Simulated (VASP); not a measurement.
Data:

```
ReS2
1.0
    3.27600     0.00000     0.00000
   -1.63800     2.83710     0.00000
    0.00000     0.00000    17.97735
Re S
1 2
Cartesian
  1.63800   0.94570   8.98867
  0.00000   1.89140   7.54912
  0.00000   1.89140  10.42823
```

Method: PBEsol GGA, VASP's PBE PAW potentials (set 64) (plane waves; VASP 6.6.1). Run with 400 eV cut-off, Gaussian smearing of 0.050 eV, potentials Re S.

The cell holds a wide vacuum, so values per volume refer to the whole cell.

Question: Give the energies of bands 4 to 12 at the high-symmetry points, in eV from the Fermi level.

Answer: 
```csv
band,Γ,M,K
4,-5.52,-6.78,-7.34
5,-5.52,-6.34,-6.41
6,-4.24,-5.79,-5.89
7,-4.24,-3.71,-4.96
8,-3.24,-3.47,-3.82
9,-1.63,-2.85,-2.34
10,0.61,-0.14,-1.25
11,0.61,0.20,1.58
12,1.17,2.06,1.61
```

It has no gap at this level: it comes out as a metal or semimetal.

The cell is a sheet with vacuum, built from a generated structure.
